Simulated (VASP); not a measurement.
VASP input:

INCAR:
```
SYSTEM = MnS
PREC = Accurate
ENCUT = 400
EDIFF = 1E-6
NELM = 100
ALGO = Normal
LREAL = .FALSE.
LASPH = .TRUE.
ISMEAR = 0
SIGMA = 0.05
GGA = PE
LMAXMIX = 4
ISPIN = 2
MAGMOM = 5.0 -5.0 0.0 0.0
LORBIT = 10
LWAVE = .FALSE.
LCHARG = .FALSE.
ISIF = 2
```

POSCAR:
```
MnS
1
    5.3244000000     2.6622000000     2.6622000000
    2.6622000000     5.3244000000     2.6622000000
    2.6622000000     2.6622000000     5.3244000000
Mn S
2 2
Direct
  0.0000000000   0.0000000000   0.0000000000
  0.5000000000   0.5000000000   0.5000000000
  0.2500000000   0.2500000000   0.2500000000
  0.7500000000   0.7500000000   0.7500000000
```

### KPOINTS
```
Automatic mesh
0
Monkhorst-Pack
5 4 2
0 0 0
```

POTCAR, in this order: Mn_pv S (PBE.64 set). Program: vasp_std.

Q: Does this input run properly? What does VASP do?

A: There is a fault: the mesh has unequal divisions along equivalent axes and breaks the lattice's symmetry. The run ends without an error. Against the sound run, the energy per atom (σ→0) drops by 0.008 eV/atom; the pressure falls by 0.13 GPa; the band gap goes up by 0.22 eV.

standard output:
```
 POSCAR found type information on POSCAR MnS
 POSCAR found :  2 types and       4 ions
 Reading from existing POTCAR
 Reading from existing POTCAR
 LDA part: xc-table for (Slater+PW92), standard interpolation

 -----------------------------------------------------------------------------
|                                                                             |
|           W    W    AA    RRRRR   N    N  II  N    N   GGGG   !!!           |
|           W    W   A  A   R    R  NN   N  II  NN   N  G    G  !!!           |
|           W    W  A    A  R    R  N N  N  II  N N  N  G       !!!           |
|           W WW W  AAAAAA  RRRRR   N  N N  II  N  N N  G  GGG   !            |
|           WW  WW  A    A  R   R   N   NN  II  N   NN  G    G                |
|           W    W  A    A  R    R  N    N  II  N    N   GGGG   !!!           |
|                                                                             |
|     Your reciprocal lattice and k-lattice belong to different lattice       |
|     classes:                                                                |
|                                                                             |
|        The reciprocal lattice is rhombohedral (trigonal),                   |
|        whereas your k-lattice is triclinic.                                 |
|                                                                             |
|     Results are often still useful ...                                      |
|                                                                             |
 -----------------------------------------------------------------------------

 POSCAR, INCAR and KPOINTS ok, starting setup
 WAVECAR not read
 entering main loop
       N       E                     dE             d eps       ncg     rms          rms(c)
DAV:   1     0.322329599229E+03    0.32233E+03   -0.19003E+04  2104   0.146E+03
DAV:   2     0.264809014508E+01   -0.31968E+03   -0.31553E+03  1854   0.421E+02
DAV:   3    -0.295215659177E+02   -0.32170E+02   -0.31545E+02  2706   0.119E+02
DAV:   4    -0.305435425659E+02   -0.10220E+01   -0.10213E+01  2219   0.205E+01
DAV:   5    -0.305636579723E+02   -0.20115E-01   -0.20113E-01  2332   0.346E+00    0.146E+01
DAV:   6    -0.280103846238E+02    0.25533E+01   -0.21249E+01  2613   0.415E+01    0.129E+01
DAV:   7    -0.282671790403E+02   -0.25679E+00   -0.17868E+00  2143   0.124E+01    0.763E+00
DAV:   8    -0.282744726836E+02   -0.72936E-02   -0.29235E-01  2598   0.551E+00    0.355E+00
DAV:   9    -0.282682591362E+02    0.62135E-02   -0.54159E-02  2562   0.250E+00    0.556E-01
DAV:  10    -0.282732393176E+02   -0.49802E-02   -0.51935E-03  2184   0.641E-01    0.252E-01
DAV:  11    -0.282735844910E+02   -0.34517E-03   -0.44387E-04  2404   0.165E-01    0.154E-01
DAV:  12    -0.282737343774E+02   -0.14989E-03   -0.18286E-04  2092   0.104E-01    0.668E-02
DAV:  13    -0.282737567641E+02   -0.22387E-04   -0.31598E-05  2169   0.551E-02    0.151E-02
DAV:  14    -0.282737562209E+02    0.54318E-06   -0.15847E-05  2222   0.209E-02    0.796E-03
DAV:  15    -0.282737569880E+02   -0.76710E-06   -0.15276E-06  1186   0.166E-02
   1 F= -.28273757E+02 E0= -.28273757E+02  d E =-.826800E-14  mag=    -0.0000
```

OUTCAR:
```
------------------------ aborting loop because EDIFF is reached ----------------------------------------
  FORCE on cell =-STRESS in cart. coord.  units (eV):
  Direction    XX          YY          ZZ          XY          YZ          ZX
  --------------------------------------------------------------------------------------
  Total       -3.5341557     -3.5341557     -3.5341557     -0.0859972     -0.0859972     -0.0859972
  in kB      -75.0264206    -75.0264206    -75.0264206     -1.8256314     -1.8256314     -1.8256314
  external PRESSURE =     -75.0264206 kB  Pullay stress =       0.0000000 kB
  volume of cell :       75.47
      direct lattice vectors                 reciprocal lattice vectors
     5.324400000  2.662200000  2.662200000     0.281721884 -0.093907295 -0.093907295
     2.662200000  5.324400000  2.662200000    -0.093907295  0.281721884 -0.093907295
     2.662200000  2.662200000  5.324400000    -0.093907295 -0.093907295  0.281721884
 POSITION                                       TOTAL-FORCE (eV/Angst)
 -----------------------------------------------------------------------------------
      0.00000      0.00000      0.00000         0.000000     -0.000000      0.000000
      5.32440      5.32440      5.32440        -0.000000      0.000000      0.000000
      2.66220      2.66220      2.66220        -0.000000     -0.000000     -0.000000
      7.98660      7.98660      7.98660        -0.000000     -0.000000      0.000000
 -----------------------------------------------------------------------------------
    total drift:                                0.000000     -0.000000     -0.000000
  FREE ENERGIE OF THE ION-ELECTRON SYSTEM (eV)
  ---------------------------------------------------
  free  energy   TOTEN  =       -28.2737569880 eV

  energy  without entropy=      -28.2737569880  energy(sigma->0) =      -28.27375699

 total charge

# of ion       s       p       d       tot
------------------------------------------
    1        0.200   6.138   4.924  11.262
    2        0.200   6.138   4.924  11.262
    3        1.328   2.381   0.000   3.709
    4        1.328   2.381   0.000   3.709
--------------------------------------------------
tot          3.057  17.037   9.849  29.943

 magnetization (x)

# of ion       s       p       d       tot
------------------------------------------
    1        0.021   0.015   4.228   4.265
    2       -0.021  -0.015  -4.228  -4.265
    3        0.000   0.000   0.000   0.000
    4        0.000   0.000   0.000   0.000
--------------------------------------------------
tot          0.000   0.000   0.000   0.000
```
(Selected blocks of OUTCAR.)

To mend it, correct KPOINTS.
File KPOINTS:
```
Automatic mesh
0
Gamma
5 5 5
0 0 0
```
The mended run (PBE GGA, plane waves, VASP's PBE PAW potentials (set 64)) converges, and its OSZICAR ends with
```
   1 F= -.28241757E+02 E0= -.28241757E+02  d E =-.101124E-16  mag=     0.0000
```

The compound is MnS in the rock salt, AFM-II order structure. The cell was not relaxed at this level.
